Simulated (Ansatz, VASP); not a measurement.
# Zn (Zinc): VASP beside Ansatz, part 2 of 2

One calculation is typed for both programs; each brings its own data sets. How far apart do they land? The cell is taken from a series of runs on this material, whose earlier steps may have relaxed, scaled, displaced or heated it; both programs get it as it stands.

VASP 6.6.1 and Ansatz 0.2.0.

So far: Starting point; Ansatz: zone-centre phonons, PBEsol, pair 1; VASP: zone-centre phonons, PBEsol, pair 1; Differences.

**5. Ansatz: zone-centre phonons, PBEsol, pair 2**

Level of this step: Ansatz beside VASP: Kohn-Sham DFT, plane waves, PBEsol (Ansatz).

Second derivatives magnify differences that forces hide, and they need a tight electronic threshold. The cell compared in this pair holds 29.11 Å³, against 28.89 Å³ for the pair before.

The cell is taken from a series of runs on this material, whose earlier steps may have relaxed, scaled, displaced or heated it; both programs get it as it stands.

File input.yaml:

```yaml
crystal:
  lattice:
    - [2.579172521, 0.0, 0.0]
    - [-1.2895862605, 2.2336289239, 0.0]
    - [0.0, 0.0, 5.0530061134]
  atoms:
    - { symbol: Zn, position: [0.3333333347, 0.6666666653, 0.25] }
    - { symbol: Zn, position: [0.6666666653, 0.3333333347, 0.75] }
kpoints:
  mp_grid: { grid: [18, 18, 8] }
hamiltonian:
  xc: pbesol
  pseudopotentials: { kind: paw, azcp: { folder: soft_1 }, xc_functional: pbe }
scf:
  occupations: { method: methfessel_paxton, width: 0.2 }
output:
  eigenvalues: true
phonons:
  method: dfpt
```

On the command line:

```sh
> ansatz run input.yaml --threads 4 --pin off --max-ram 10240MiB --backend cpu --events-out ev --progress --plain --runs-dir out
```

Numbers of over 12 decimals in the logs are rounded to 6 here.

Output:

```text
[...]
Crystal: 2 atoms, lattice volume = 29.110 Å³
Basis set: ecut = 420 eV, 599 PW (Γ), exchange–correlation on 36×36×72 points (8 copies of the dense FFT grid, shifted against one another)
Bands: 16, of which v1, the nominal top of the filled ones, is band 12 counted from 1 (11 counted from 0)
Symmetry: 24 space group operations
k-points: 455 of 2592 (irreducible under 4 space group operations, time reversal used)
[...]
k-point 1: bands = [... 8 lower, 4.1957, 4.3552, 4.3552, 6.1934, 9.2707, 22.1790, 29.0522, 30.6287]
  k-point 2: bands = [... 8 lower, 4.2184, 4.3399, 4.3399, 5.0329, 11.0664, 19.8298, 30.8932, 30.8932]
  k-point 454: bands = [... 8 lower, 4.3992, 4.3992, 8.7812, 8.7812, 15.8295, 15.8295, 17.4690, 17.4690]
[...]
ASR residual: 1.192e-5 → 0.000e0 eV/Å²; symmetrization residual: 3.666e-13 eV/Å²
  ASR residual per site (eV/Å²): 1.19e-5 1.19e-5
  Γ frequencies (cm⁻¹): 0.00 0.00 0.00 67.49 67.49 123.57
[...]
[key lines of the parts left out:]
SCF converged after 8 iterations
Free energy (F): -6561.810276 eV
Fermi energy:    11.397607 eV
```

**6. VASP: zone-centre phonons, PBEsol, pair 2**

The same cell, functional, mesh and smearing now go to VASP, with its own data sets.

File INCAR:

```
SYSTEM = Zn
PREC = Accurate
ENCUT = 500
EDIFF = 1E-08
NELM = 120
ISMEAR = 1
SIGMA = 0.2
LREAL = .FALSE.
ALGO = Normal
GGA = PS
NBANDS = 18
LORBIT = 11
LWAVE = .FALSE.
LCHARG = .FALSE.
ISIF = 2
IBRION = 8
LASPH = .TRUE.
GGA_COMPAT = .FALSE.
KPAR = 2
```

File POSCAR:

```
Zn
1.0
    2.5791725210      0.0000000000      0.0000000000
   -1.2895862605      2.2336289239      0.0000000000
    0.0000000000      0.0000000000      5.0530061134
Zn
2
Direct
    0.3333333347      0.6666666653      0.2500000000
    0.6666666653      0.3333333347      0.7500000000
```

File KPOINTS:

```
Automatic mesh
0
Gamma
18 18 8
0 0 0
```

The projector-augmented-wave data sets are Zn (PBE family, release 64).

On the command line:

```sh
> mpirun -np 2 vasp_std
```

Output:

```text
[banner, memory and clock lines left out]
running    2 mpi-ranks, on    1 nodes
[...]
[... a notice as in an earlier step ...]

 LDA part: xc-table for (Slater+PW92), standard interpolation
 POSCAR, INCAR and KPOINTS ok, starting setup
[...]
entering main loop
       N       E                     dE             d eps       ncg     rms          rms(c)
DAV:   1     0.105271108471E+03    0.10527E+03   -0.12203E+04  6868   0.207E+03
DAV:   2     0.651151468401E+00   -0.10462E+03   -0.10183E+03  6696   0.294E+02
DAV:   3    -0.347063904383E+01   -0.41218E+01   -0.41089E+01  7530   0.669E+01
DAV:   4    -0.349185757708E+01   -0.21219E-01   -0.21213E-01  7316   0.487E+00
[...]
DAV:  12    -0.316612404005E+01    0.24844E-06   -0.13725E-08  5730   0.171E-03    0.473E-04
DAV:  13    -0.316612402725E+01    0.12805E-07   -0.17405E-08  3928   0.270E-03    0.721E-05
DAV:  14    -0.316612402479E+01    0.24575E-08   -0.18342E-09  3656   0.360E-04
   1 F= -.31661240E+01 E0= -.31664199E+01  d E =0.887774E-03
[...]
RMM:   9    -0.198821388439E+00    0.11386E-06   -0.67648E-09 54079   0.395E-05    0.150E-06
RMM:  10    -0.198821417034E+00   -0.28594E-07   -0.19114E-09 43952   0.233E-05    0.265E-07
RMM:  11    -0.198821421689E+00   -0.46553E-08   -0.97229E-10 33203   0.189E-05    0.134E-07
 first order change of Fermi-energy  -0.12400E-04
 force on displaced ion       1 direction 1 :  -0.572  -0.000   0.000
 Linear response progress:
  Degree of freedom:   2/  2
       N       E                     dE             d eps       ncg     rms          rms(c)
RMM:   1    -0.225586904807E+00   -0.22559E+00   -0.89954E-03 13391   0.200E+00
RMM:   2    -0.223055907853E+00    0.25310E-02   -0.12893E-03 13554   0.458E-01    0.490E-02
RMM:   3    -0.222996690570E+00    0.59217E-04   -0.35228E-05 16940   0.693E-02    0.288E-02
RMM:   4    -0.222910285035E+00    0.86406E-04   -0.49535E-05 16984   0.318E-02    0.434E-03
[...]
RMM:   9    -0.222895702010E+00    0.73368E-06   -0.17578E-07 17355   0.798E-05    0.406E-06
RMM:  10    -0.222895728660E+00   -0.26650E-07   -0.25816E-08 17072   0.307E-05    0.148E-06
RMM:  11    -0.222895725049E+00    0.36109E-08   -0.24932E-08 14732   0.212E-05    0.400E-07
 first order change of Fermi-energy   0.41241E-04
 force on displaced ion       1 direction 3 :  -0.000   0.000  -1.986
 Linear response finished
```

Parts of OUTCAR (step 6):

```text
  Total        0.1036883      0.1036883     -0.3634190      0.0000000      0.0000000      0.0000000
  in kB        5.7068848      5.7068848    -20.0021655      0.0000000      0.0000000      0.0000000
  external PRESSURE =      -2.8627986 kB  Pullay stress =       0.0000000 kB

 POSITION                                       TOTAL-FORCE (eV/Angst)
 -----------------------------------------------------------------------------------
      0.00000      1.48909      1.26325        -0.000000      0.000000      0.000000
      1.28959      0.74454      3.78975         0.000000     -0.000000      0.000000
 -----------------------------------------------------------------------------------
    total drift:                               -0.000000      0.000000      0.000000

[... 1 part as in an earlier step ...]

[... 1 further part left out ...]
```

**7. Differences**

Both answers:

```
                  quantity  Ansatz   VASP  difference
optical mode 1 to 2 (cm⁻¹)    67.5   69.0     -2.16 %
     optical mode 3 (cm⁻¹)   123.6  128.5     -3.85 %
```

Modes are paired by rising frequency, not by their patterns, so a pair may set unlike modes beside each other; they are those without the splitting of longitudinal modes.

**8. What came out**

```yaml
r_m_s_difference_of_the_optical_zone_centre_modes_each_program_s_sorted_by_frequency_zone_centre_phonons_pbesol_pair_1: 0.80 cm⁻¹
difference_in_optical_mode_3_zone_centre_phonons_pbesol_pair_1: -0.9 %
r_m_s_difference_of_the_optical_zone_centre_modes_each_program_s_sorted_by_frequency_zone_centre_phonons_pbesol_pair_2: 3.1 cm⁻¹
difference_in_optical_mode_3_zone_centre_phonons_pbesol_pair_2: -3.8 %
```

**Reading.** The r.m.s. difference of the optical zone-centre modes, each program's sorted by frequency is 0.80 cm⁻¹ (zone-centre phonons, PBEsol, pair 1). Among the rows given in per cent, the largest difference of the zone-centre phonons, PBEsol, pair 1 pair is in optical mode 3, -0.9 %. Among the rows given in per cent, the largest difference of the zone-centre phonons, PBEsol, pair 2 pair is in optical mode 3, -3.8 %. How closely two codes agree says nothing of how well the functional describes the real material.

[Lines on the potential files, build, host, timing and source positions are cut from VASP's logs without a mark.]

[Logs are printed without paths, hosts, clocks, repeated set-up lines and the standing remarks that a program may print on its own settings, such as how far it seeks lower states.]

[Hosts, paths, dates, database ids (printed as entryN), source tags and the programs' standing remarks are cut or masked in the printed files.]
